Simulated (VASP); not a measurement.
```
CELL_PARAMETERS angstrom
      0.00000     2.48733     2.48733
      2.48733     0.00000     2.48733
      2.48733     2.48733     0.00000
ATOMIC_POSITIONS crystal
  Gd 0.00000 0.00000 0.00000
  N  0.50000 0.50000 0.50000
```

Calculation: AM05 GGA, VASP's PBE PAW potentials (set 64) (plane waves; VASP). Numerical set-up: 520 eV cut-off, 13×13×13 Γ-centred mesh, first-order Methfessel-Paxton smearing of 0.10 eV, potentials Gd_3 N.

The 4f electrons are frozen in the core of the lanthanide potential, so 4f levels, which can set the real gap, and their magnetism are missing.

Question: Predict the energy per atom (σ→0), pressure, band gap (on the k-mesh) with the smallest direct gap where there is one.

Answer: 
- band gap (on the k-mesh): none (metal, semimetal or under 0.01 eV)
- energy per atom (σ→0): -800.8 kJ/mol-atom
- pressure: -4.68 GPa

The compound is GdN in the rock salt structure. This cell is one point of a volume scan, at 1.03 of the reference volume.
